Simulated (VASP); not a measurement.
Given:

```xyz
3
Lattice="0.0000 2.6348 2.6348 2.6348 0.0000 2.6348 2.6348 2.6348 0.0000" Properties=species:S:1:pos:R:3 pbc="T T T"
Cd     0.0000     0.0000     0.0000
F      1.3174     1.3174     1.3174
F      3.9522     3.9522     3.9522
```

Level of theory: r2SCAN+rVV10, VASP's PBE PAW potentials (set 64) (plane waves; VASP). Settings: 520 eV cut-off, 7×7×7 Γ-centred mesh, Gaussian smearing of 0.050 eV, potentials Cd F.

**Question.** The job: CdF2 (fluorite), 3 atoms, r2SCAN+rVV10, static run, 520 eV, 7×7×7 Γ-centred mesh. Roughly how much core time does it take on a busy server core?

**Answer.** About 3 core-minutes (one run on a shared machine, a rough figure). It had 20 irreducible k-points, 17 bands, up to 998 plane waves and 22 electronic steps.

The compound is CdF2 in the fluorite structure. This cell is one point of a volume scan, at 0.94 of the reference volume.
